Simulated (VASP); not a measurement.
The cell holds one MgI$_{2}$ (1T layered) monolayer, with vacuum along c. Ionisation potential and electron affinity count from the cell's own band edges, surface states included.

Here is the system:

```xyz
3
Lattice="4.1732 0.0000 0.0000 -2.0866 3.6141 0.0000 0.0000 0.0000 19.4646" Properties=species:S:1:pos:R:3 pbc="T T T"
I      2.0866     1.2047     8.0581
I      0.0000     2.4094    11.4065
Mg     0.0000     0.0000     9.7323
```

Method: optB88-vdW, VASP's PBE PAW potentials (set 64) (plane waves; VASP). Run with 400 eV cut-off, 12×12×1 Γ-centred mesh, Gaussian smearing of 0.050 eV, potentials I Mg.

Unless said otherwise, spin-orbit coupling is left out, though it shifts the bands of the heavy elements here.

Task: Predict its energy to cut it from the bulk, per area, ionisation potential, electron affinity, band gap (on the k-mesh).

Result: 
```
Quantity                                        Value
----------------------------------------  -----------
energy to cut it from the bulk, per area  15.9 meV/Å²
ionisation potential                          6.64 eV
electron affinity                             2.97 eV
band gap (on the k-mesh)                      3.66 eV
```

The cell is a sheet with vacuum, built from MgI2 (1T layered).
